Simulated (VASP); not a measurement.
A convergence study with VASP on Sb (space group R-3m): a few settings are varied, all else stays as given below, so the limit is that of these other settings.

```yaml
crystal:
  lattice:
    - [3.97713, -2.16578, 0.00000]
    - [3.97713, 2.16578, 0.00000]
    - [2.79774, 0.00000, 3.56101]
  atoms:
    - { symbol: Sb, position: [0.23791, 0.23791, 0.23791] }
    - { symbol: Sb, position: [0.76650, 0.76650, 0.76650] }
```

Calculation: PBEsol GGA, VASP's PBE PAW potentials (set 64) (plane waves; VASP 6.6.1). The last row used: 300 eV cut-off, 15×15×15 Γ-centred mesh, Gaussian smearing of 0.010 eV, potentials Sb.

```csv
setting,E (eV/atom),pressure (GPa),largest force (eV/Å),irreducible k-points
SIGMA = 1.0,?,?,?,344
SIGMA = 0.5,-4.5481,-1.31,0.015,344
SIGMA = 0.3,-4.5521,-1.32,0.072,344
SIGMA = 0.2,-4.5531,-1.31,0.091,344
SIGMA = 0.1,-4.5533,-1.30,0.104,344
SIGMA = 0.05,-4.5534,-1.29,?,344
SIGMA = 0.02,-4.5534,-1.29,0.109,344
SIGMA = 0.01,-4.5534,-1.29,0.108,344
```

Question: Fill in the missing entries.

Answer: 
- SIGMA = 1.0, E (eV/atom): -4.5307
- SIGMA = 1.0, pressure (GPa): -0.94
- SIGMA = 1.0, largest force (eV/Å): 0.203
- SIGMA = 0.05, largest force (eV/Å): 0.107

Left out are rungs that failed or repeat a setting and relaxations that didn't move; long series are thinned to 24 rows.

The structure is a typed Sb crystal (space group no. 166). The cell was not relaxed at this level, forces remain on its atoms.
